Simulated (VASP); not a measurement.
A run of VASP 6.6.1 is set up as follows.

INCAR

```
PREC = Accurate
ENCUT = 520
EDIFF = 1E-6
ISMEAR = 0
SIGMA = 0.03
LREAL = False
LASPH = True
NELM = 150
ALGO = Normal
ISIF = 2
LWAVE = False
LCHARG = False
METAGGA = R2SCAN
LMIXTAU = True
KPAR = 8
```

The input KPOINTS:

```
regular mesh
0
Gamma
  4 4 6
```

Contents of POSCAR:

```
Na3AlO3                                 
1.0
    6.9741654795      0.0000001102     -0.0000000000
   -3.4870828403      6.0398044266     -0.0000000000
    0.0000000000      0.0000000000      4.9170510653
  Na              Al              O             
     6     2     6
Direct
     0.6625570349215155    0.7504669836331537    0.7500000000000000
     0.0879099487117021    0.3374429650784915    0.7500000000000000
     0.2495330163667824    0.9120900512883618    0.7500000000000000
     0.3374429650784844    0.2495330163668463    0.2500000000000000
     0.9120900512882979    0.6625570349215085    0.2500000000000000
     0.7504669836332176    0.0879099487116381    0.2500000000000000
     0.6666666699999979    0.3333333300000021    0.7500000000000000
     0.3333333300000021    0.6666666699999979    0.2500000000000000
     0.4029506535512868    0.2959226736847927    0.7500000000000000
     0.7040773263152641    0.1070279798665154    0.7500000000000000
     0.8929720201334491    0.5970493464486990    0.7500000000000000
     0.1070279798665509    0.4029506535513010    0.2500000000000000
     0.5970493464487132    0.7040773263152073    0.2500000000000000
     0.2959226736847358    0.8929720201334846    0.2500000000000000
```

Potentials or basis: VASP PAW PBE potentials, release 64 (Na_pv, Al, O).

Command:

```bash
$ cat potpaw_PBE.64/Na_pv/POTCAR potpaw_PBE.64/Al/POTCAR potpaw_PBE.64/O/POTCAR > POTCAR
$ mpirun -np 8 vasp_std > vasp.out
```

Task: Estimate the largest force.

Result: 0.307 eV/Å.

Task: Estimate the pressure.

Result: -3.0 GPa.

Task: Estimate the band gap on the k mesh.

Result: 2.52 eV, direct.

Stress tensor (GPa, compression positive):
```
-3.38  0.00  0.00
 0.00 -3.38  0.00
 0.00  0.00 -2.29
```

Caveat: the PAW data sets were made with another functional, which shifts forces and pressure a little. r2SCAN opens gaps a little over a GGA but as a rule still falls short of measured ones.
